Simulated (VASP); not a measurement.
An input for Ansatz (written as the equivalent of a VASP run, and not itself run):

Ansatz 0.2 input:
```yaml
crystal:
  lattice:
    - [0.0000000, 3.0413801, 3.0413801]
    - [3.0413801, 0.0000000, 3.0413801]
    - [3.0413801, 3.0413801, 0.0000000]
  atoms:
    - { symbol: Li, position: [0.2500000, 0.2500000, 0.2500000] }
    - { symbol: Li, position: [0.7500000, 0.7500000, 0.7500000] }
    - { symbol: Se, position: [0.0000000, 0.0000000, 0.0000000] }
kpoints:
  mp_grid: { grid: [7, 7, 7] }
hamiltonian:
  xc: rpbe
  pseudopotentials: { kind: paw }
scf:
  occupations: { method: tetrahedron }
  max_iter: 100
output: { forces: true, stress: true, eigenvalues: true }
```

Task: Write the VASP files for the same calculation (RPBE).

Result: This is not unique; one that fits is 
### INCAR
```
# general
SYSTEM  = Li2Se
PREC    = Accurate
ENCUT   = 520   # plane-wave cut-off (eV)
LREAL   = .FALSE.
LASPH   = .TRUE.   # aspherical one-centre terms

# electronic loop
EDIFF   = 1E-7
NELM    = 100   # most electronic steps
ALGO    = Normal   # blocked Davidson
LMAXMIX = 4   # l cut-off of mixed one-centre charges

# smearing
ISMEAR  = -5

# functional
GGA     = RP   # RPBE

# ions
ISIF    = 2

# output
LWAVE   = .FALSE.
LCHARG  = .TRUE.
LORBIT  = 11   # lm-projected
NEDOS   = 601   # DOS grid

# other
LEFG    = .TRUE.
```

File KPOINTS:
```
Automatic mesh
0
gamma
7 7 7
```

POSCAR:
```
Li2Se
1.0
  0.0000000000   3.0413801144   3.0413801144
  3.0413801144   0.0000000000   3.0413801144
  3.0413801144   3.0413801144   0.0000000000
Li Se
2 1
Cartesian
  1.5206900572   1.5206900572   1.5206900572
  4.5620701716   4.5620701716   4.5620701716
  0.0000000000   0.0000000000   0.0000000000
```

POTCAR, in this order: Li_sv Se (PBE.64 set). Program: vasp_std.

Limits of the translation: each code has its own PAW files, so the cut-off isn't converted (ENCUT is set for VASP's; basis.ecutwfc is left out, and Ansatz then takes the one that its files recommend); Ansatz stops its SCF on the density residual and VASP on the energy change (EDIFF); the field gradients of LEFG aren't asked of the other code.

The compound is Li2Se in the antifluorite structure. It was relaxed first.
